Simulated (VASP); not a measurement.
The input files of a VASP run:

File KPOINTS:
```
Automatic mesh
0
Gamma
3 6 3
0 0 0
```

INCAR:
```
ALGO  =  Normal
EDIFF  =  1E-6
EDIFFG  =  -0.02
ENCUT  =  400
GGA  =  PE
IBRION  =  2
ISIF  =  3
ISMEAR  =  0
LASPH  =  .TRUE.
LCHARG  =  .FALSE.
LMAXMIX  =  4
LREAL  =  .FALSE.
LWAVE  =  .FALSE.
NELM  =  100
NSW  =  60
PREC  =  Accurate
SIGMA  =  0.05
SYSTEM  =  Cd4S2Se2
```

**POSCAR**
```
Cd4S2Se2
1
    4.3115418331    -7.4430446863     0.0000000000
    2.1450479596     3.7153319489     0.0000000000
    0.0000000000     0.0000000000     6.9719339621
Cd Se S
4 2 2
Direct
  0.3440449022   0.3440439022   0.4952419303
  0.1559560978   0.6559560978   0.9952419303
  0.8228141286   0.3228141286   0.5051914577
  0.6771848714   0.6771858714   0.0051914577
  0.3374222860   0.3374212860   0.8773741894
  0.1625787140   0.6625787140   0.3773741894
  0.8290160389   0.3290160389   0.8761924226
  0.6709829611   0.6709839611   0.3761924226
```

POTCAR, in this order: Cd Se S (PBE.64 set). Program: vasp_std.

**Question.** Translate this PBE calculation to Ansatz.

**Answer.** One equivalent input (not run):
Ansatz 0.2 input:
```yaml
crystal:
  lattice:
    - [4.3115418, -7.4430447, 0.0000000]
    - [2.1450480, 3.7153319, 0.0000000]
    - [0.0000000, 0.0000000, 6.9719340]
  atoms:
    - { symbol: Cd, position: [0.3440449, 0.3440439, 0.4952419] }
    - { symbol: Cd, position: [0.1559561, 0.6559561, 0.9952419] }
    - { symbol: Cd, position: [0.8228141, 0.3228141, 0.5051915] }
    - { symbol: Cd, position: [0.6771849, 0.6771859, 0.0051915] }
    - { symbol: Se, position: [0.3374223, 0.3374213, 0.8773742] }
    - { symbol: Se, position: [0.1625787, 0.6625787, 0.3773742] }
    - { symbol: S, position: [0.8290160, 0.3290160, 0.8761924] }
    - { symbol: S, position: [0.6709830, 0.6709840, 0.3761924] }
kpoints:
  mp_grid: { grid: [3, 6, 3] }
hamiltonian:
  xc: pbe
  pseudopotentials: { kind: paw }
scf:
  occupations: { method: gaussian, width: 0.05 }
  max_iter: 100
relax:
  max_steps: 60
  f_tol: 0.02
  cell: {}
output: { forces: true, stress: true, eigenvalues: true }
```
What does not carry over: each code has its own PAW files, so the cut-off isn't converted (ENCUT is set for VASP's; basis.ecutwfc is left out, and Ansatz then takes the one that its files recommend); Ansatz stops its SCF on the density residual and VASP on the energy change (EDIFF).

The structure was generated: Cd4S2Se2 was put into an ordered model structure (Pmn2_1), which need not be its known phase. This run relaxes it. Symmetry was kept, so distortions that lower it aren't found. The start is the result of an earlier pass.
